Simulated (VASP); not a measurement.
Level of theory: PBEsol GGA, VASP's PBE PAW potentials (set 64) (plane waves; VASP).

The input files of a VASP run:

### KPOINTS
```
kpoints
0
gamma
  9 9 2
```

INCAR:
```
! general
SYSTEM  = ZnS
PREC    = Accurate
ENCUT   = 300
LREAL   = .False.
LASPH   = .True.

! electronic loop
EDIFF   = 1E-6
NELM    = 100
ALGO    = Normal
LMAXMIX = 4

! smearing
ISMEAR  = 0
SIGMA   = 0.01

! functional
GGA     = PS

! ions
ISIF    = 2

! output
LWAVE   = .False.
LCHARG  = .False.
```

**POSCAR**
```
ZnS
1.0
  3.8323310000   0.0000000000   0.0000000000
 -1.9161650000   3.3188960000   0.0000000000
  0.0000000000   0.0000000000  18.7982840000
Zn S
6 6
direct
  0.3333330000   0.6666670000   0.8332600000
  0.6666670000   0.3333330000   0.3332600000
  0.6666670000   0.3333330000   0.6668600000
  0.3333330000   0.6666670000   0.1668600000
  0.0000000000   0.0000000000   0.4999400000
  0.0000000000   0.0000000000   0.9999400000
  0.3333330000   0.6666670000   0.9581200000
  0.6666670000   0.3333330000   0.4581200000
  0.6666670000   0.3333330000   0.7917100000
  0.3333330000   0.6666670000   0.2917100000
  0.0000000000   0.0000000000   0.6251100000
  0.0000000000   0.0000000000   0.1251100000
```

POTCAR, in this order: Zn S (PBE.64 set). Program: vasp_std.

At this cut-off the stress carries a Pulay error, which pulls relaxed volumes low.

Question: Predict the energy per atom (σ→0), pressure, band gap (on the k-mesh).

Answer: 
energy per atom (σ→0): -3.786 eV/atom
band gap (on the k-mesh): 1.95 eV
pressure: -2.68 GPa

File OSZICAR:
```
...
DAV:  12    -0.454327179125E+02   -0.74869E-03   -0.13534E-03  3816   0.167E-01    0.191E-01
DAV:  13    -0.454322174751E+02    0.50044E-03   -0.13472E-03  4192   0.336E-01    0.648E-02
DAV:  14    -0.454322331758E+02   -0.15701E-04   -0.18915E-04  3408   0.531E-02    0.458E-02
DAV:  15    -0.454322378584E+02   -0.46826E-05   -0.13107E-05  3856   0.673E-02    0.248E-02
DAV:  16    -0.454322330108E+02    0.48476E-05   -0.99651E-06  3552   0.216E-02    0.912E-03
DAV:  17    -0.454322290456E+02    0.39653E-05   -0.11996E-05  3912   0.380E-02    0.381E-03
DAV:  18    -0.454322292917E+02   -0.24612E-06   -0.36670E-06  2840   0.813E-03
   1 F= -.45432229E+02 E0= -.45432229E+02  d E =-.486393E-25
```

The structure comes from a computed database's ZnS entry; how it stands against other phases isn't given here. The cell was not relaxed at this level.
